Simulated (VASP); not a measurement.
Energy against volume of Ge (diamond). These are optB86b-vdW, VASP's PBE PAW potentials (set 64) (plane waves; VASP) values and carry that method's errors. Run with 520 eV cut-off, 11×11×11 Γ-centred mesh, first-order Methfessel-Paxton smearing of 0.10 eV, potentials Ge_d.

```tsv
V (Å³/atom)	E (eV/atom)
22.569	-1.22962
23.267	-1.23426
23.965	-1.23062
24.663	-1.21996
```

Question: Fit these four points and predict the energy of the run at 21.871 Å³/atom.

Answer: A cubic in V^(−2/3), the third-order Birch-Murnaghan form, passes through the four points with V0 = 23.29 Å³/atom and B0 = 63 GPa, and gives -1.2152 eV/atom there. The run gave -1.2152 eV/atom, +0.0 meV/atom from the fit; all five points give B0 = 63 GPa.

The compound is Ge in the diamond structure. It was relaxed first.
